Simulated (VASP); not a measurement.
Calculation: PBE GGA with D4 dispersion, VASP's PBE PAW potentials (set 64) (plane waves; VASP).

A VASP calculation is set up with these files.

### POSCAR
```
CdF2
1
    0.0000000000     2.6710694721     2.6710694721
    2.6710694721     0.0000000000     2.6710694721
    2.6710694721     2.6710694721     0.0000000000
Cd F
1 2
Direct
  0.0000000000   0.0000000000   0.0000000000
  0.2500000000   0.2500000000   0.2500000000
  0.7500000000   0.7500000000   0.7500000000
```

**INCAR**
```
ALGO = Normal
EDIFF = 1E-7
ENCUT = 520
GGA = PE
ISIF = 2
ISMEAR = 0
IVDW = 13
LASPH = T
LCHARG = F
LMAXMIX = 4
LREAL = F
LWAVE = F
NELM = 100
PREC = Accurate
SIGMA = 0.05
SYSTEM = CdF2
```

KPOINTS:
```
Automatic mesh
0
Gamma
7 7 7
0 0 0
```

POTCAR, in this order: Cd F (PBE.64 set). Program: vasp_std.

### Question
Predict the energy per atom (σ→0), dispersion energy, pressure.

### Answer

```yaml
energy per atom (σ→0): -3.784 eV/atom
dispersion_energy: -0.542 eV
pressure: 73.8 kbar
```

File OSZICAR:
```
...
DAV:   9    -0.108079719300E+02    0.78412E-02   -0.36748E-02   866   0.257E+00    0.849E-02
DAV:  10    -0.108085440072E+02   -0.57208E-03   -0.27819E-03   701   0.652E-01    0.110E-01
DAV:  11    -0.108086206435E+02   -0.76636E-04   -0.10409E-04   741   0.127E-01    0.341E-02
DAV:  12    -0.108086441012E+02   -0.23458E-04   -0.36155E-05   699   0.601E-02    0.178E-02
DAV:  13    -0.108086457706E+02   -0.16694E-05   -0.59243E-06   741   0.218E-02    0.330E-03
DAV:  14    -0.108086456400E+02    0.13063E-06   -0.55415E-07   677   0.105E-02    0.653E-04
DAV:  15    -0.108086456679E+02   -0.27992E-07   -0.45591E-08   552   0.234E-03
   1 F= -.11350865E+02 E0= -.11350865E+02  d E =-.545002E-17
```

The compound is CdF2 in the fluorite structure. This cell is one point of a volume scan, at 0.94 of the reference volume.
